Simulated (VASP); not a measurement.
These are PBE GGA with D4 dispersion, VASP's PBE PAW potentials (set 64) (plane waves; VASP) values and carry that method's errors.

VASP input:

POSCAR:
```
La2O3
1.0
  1.9598018511  -3.3944762893   0.0000000000
  1.9598018511   3.3944762893   0.0000000000
  0.0000000000   0.0000000000   6.1056469905
La O
2 3
direct
  0.3333330000   0.6666670000   0.2463370504
  0.6666670000   0.3333330000   0.7536629496
  0.0000000000   0.0000000000   0.0000000000
  0.3333330000   0.6666670000   0.6465512767
  0.6666670000   0.3333330000   0.3534487233
```

**KPOINTS**
```
Automatic mesh
0
Gamma
6 6 4
0 0 0
```

### INCAR
```
SYSTEM = La2O3
PREC = Accurate
ENCUT = 520
EDIFF = 1E-6
NELM = 100
ALGO = Normal
LREAL = .FALSE.
LASPH = .TRUE.
ISMEAR = 0
SIGMA = 0.05
GGA = PE
IVDW = 13
LMAXMIX = 6
LWAVE = .FALSE.
LCHARG = .FALSE.
IBRION = 2
ISIF = 3
NSW = 60
EDIFFG = -0.02
```

POTCAR, in this order: La O (PBE.64 set). Program: vasp_std.

The resulting files:

File OSZICAR:
```
       N       E                     dE             d eps       ncg     rms          rms(c)
DAV:   1     0.479623493912E+03    0.47962E+03   -0.15921E+04  1152   0.256E+03
DAV:   2     0.925153115448E+02   -0.38711E+03   -0.38185E+03  1712   0.412E+02
DAV:   3    -0.281697137737E+02   -0.12069E+03   -0.11854E+03  2120   0.222E+02
DAV:   4    -0.464636315232E+02   -0.18294E+02   -0.18286E+02  2024   0.932E+01
DAV:   5    -0.474936844171E+02   -0.10301E+01   -0.10297E+01  2104   0.272E+01    0.150E+01
DAV:   6    -0.418808863604E+02    0.56128E+01   -0.51414E+01  1808   0.438E+01    0.764E+00
DAV:   7    -0.418117925100E+02    0.69094E-01   -0.53728E+00  2168   0.246E+01    0.357E+00
DAV:   8    -0.418058540160E+02    0.59385E-02   -0.47914E-01  2064   0.626E+00    0.134E+00
DAV:   9    -0.418063365501E+02   -0.48253E-03   -0.72953E-02  2048   0.239E+00    0.397E-01
DAV:  10    -0.418086541608E+02   -0.23176E-02   -0.39588E-02  1960   0.142E+00    0.203E-01
DAV:  11    -0.418093829852E+02   -0.72882E-03   -0.12705E-02  2000   0.877E-01    0.135E-01
DAV:  12    -0.418095709068E+02   -0.18792E-03   -0.24694E-03  1792   0.373E-01    0.503E-02
DAV:  13    -0.418096094616E+02   -0.38555E-04   -0.90690E-04  2032   0.213E-01    0.214E-02
DAV:  14    -0.418096162548E+02   -0.67933E-05   -0.97941E-05  1952   0.894E-02    0.332E-03
DAV:  15    -0.418096168588E+02   -0.60397E-06   -0.63284E-06  1664   0.270E-02
   1 F= -.43117394E+02 E0= -.43117394E+02  d E =-.431174E+02
       N       E                     dE             d eps       ncg     rms          rms(c)
DAV:   1    -0.418075564935E+02    0.20598E-02   -0.15746E-01  1696   0.346E+00    0.448E-01
DAV:   2    -0.418042622735E+02    0.32942E-02   -0.21411E-02  1992   0.128E+00    0.138E-01
DAV:   3    -0.418036361241E+02    0.62615E-03   -0.22637E-03  1888   0.572E-01    0.568E-02
DAV:   4    -0.418035494964E+02    0.86628E-04   -0.65057E-04  2040   0.264E-01    0.144E-02
DAV:   5    -0.418035606335E+02   -0.11137E-04   -0.73582E-05  2160   0.692E-02    0.108E-02
DAV:   6    -0.418035683026E+02   -0.76691E-05   -0.11493E-05  2032   0.304E-02    0.622E-03
DAV:   7    -0.418035724608E+02   -0.41583E-05   -0.12111E-05  1424   0.371E-02    0.412E-03
DAV:   8    -0.418035707815E+02    0.16793E-05   -0.33048E-06  1160   0.284E-02    0.125E-03
DAV:   9    -0.418035710169E+02   -0.23543E-06   -0.56557E-07   992   0.113E-02
   2 F= -.43117584E+02 E0= -.43117584E+02  d E =-.189940E-03
       N       E                     dE             d eps       ncg     rms          rms(c)
DAV:   1    -0.418063069823E+02   -0.27362E-02   -0.19154E-02  1688   0.120E+00    0.155E-01
DAV:   2    -0.418059129909E+02    0.39399E-03   -0.25866E-03  2016   0.448E-01    0.484E-02
DAV:   3    -0.418058375660E+02    0.75425E-04   -0.28132E-04  1880   0.202E-01    0.198E-02
DAV:   4    -0.418058258907E+02    0.11675E-04   -0.77133E-05  2080   0.909E-02    0.483E-03
DAV:   5    -0.418058254816E+02    0.40910E-06   -0.84640E-06  2048   0.229E-02
   3 F= -.43117661E+02 E0= -.43117661E+02  d E =-.266903E-03
       N       E                     dE             d eps       ncg     rms          rms(c)
DAV:   1    -0.418060968460E+02   -0.27096E-03   -0.25688E-02  1736   0.134E+00    0.351E-02
DAV:   2    -0.418061930425E+02   -0.96196E-04   -0.12689E-03  1840   0.279E-01    0.260E-02
DAV:   3    -0.418061883342E+02    0.47083E-05   -0.71593E-05  2160   0.961E-02    0.158E-02
DAV:   4    -0.418061861454E+02    0.21888E-05   -0.23646E-05  2016   0.428E-02    0.679E-03
DAV:   5    -0.418061857826E+02    0.36285E-06   -0.75530E-06  1528   0.233E-02
   4 F= -.43117712E+02 E0= -.43117712E+02  d E =-.506677E-04
```

### OUTCAR
```
------------------------ aborting loop because EDIFF is reached ----------------------------------------
  Edisp (eV):   -1.31153
  FORCE on cell =-STRESS in cart. coord.  units (eV):
  Direction    XX          YY          ZZ          XY          YZ          ZX
  --------------------------------------------------------------------------------------
  Total       0.00054     0.00054    -0.02091     0.00000    -0.00000     0.00000
  in kB       0.01077     0.01077    -0.41362     0.00000    -0.00000     0.00000
  external pressure =       -0.13 kB  Pullay stress =        0.00 kB
  volume of cell :       81.01
      direct lattice vectors                 reciprocal lattice vectors
     1.958143096 -3.391603241 -0.000000000     0.255343954 -0.147422904  0.000000000
     1.958143096  3.391603241  0.000000000     0.255343954  0.147422904 -0.000000000
     0.000000000  0.000000000  6.099182517     0.000000000 -0.000000000  0.163956399
 POSITION                                       TOTAL-FORCE (eV/Angst)
 -----------------------------------------------------------------------------------
      1.95814      1.13054      1.49995         0.000000     -0.000000      0.010928
      1.95814     -1.13054      4.59923        -0.000000     -0.000000     -0.010928
      3.91629      0.00000      6.09918        -0.000000      0.000000      0.000000
      1.95814      1.13054      3.94146         0.000000      0.000000     -0.001884
      1.95814     -1.13054      2.15772        -0.000000     -0.000000      0.001884
 -----------------------------------------------------------------------------------
    total drift:                                0.000000      0.000000      0.000000
  FREE ENERGIE OF THE ION-ELECTRON SYSTEM (eV)
  ---------------------------------------------------
  free  energy   TOTEN  =       -43.1177118792 eV

  energy  without entropy=      -43.1177118792  energy(sigma->0) =      -43.11771188

 reached required accuracy - stopping structural energy minimisation
```
(Selected blocks of OUTCAR.)

File CONTCAR:
```
La2O3
   1.00000000000000
     1.9581430955323373   -3.3916032406070800   -0.0000000000000000
     1.9581430955323373    3.3916032406070800    0.0000000000000000
     0.0000000000000000    0.0000000000000000    6.0991825169764953
  La              O
     2     3
Direct
     0.3333330000000032    0.6666669999999968    0.2459260241114244
     0.6666669999999968    0.3333330000000032    0.7540739758885756
     1.0000000000000000    1.0000000000000000    1.0000000000000000
     0.3333330000000032    0.6666669999999968    0.6462274191419936
     0.6666669999999968    0.3333330000000032    0.3537725808580066
```

The compound is La2O3 in the a-type structure. This run relaxes it. Symmetry was kept, so distortions that lower it aren't found. The start is the result of an earlier pass.
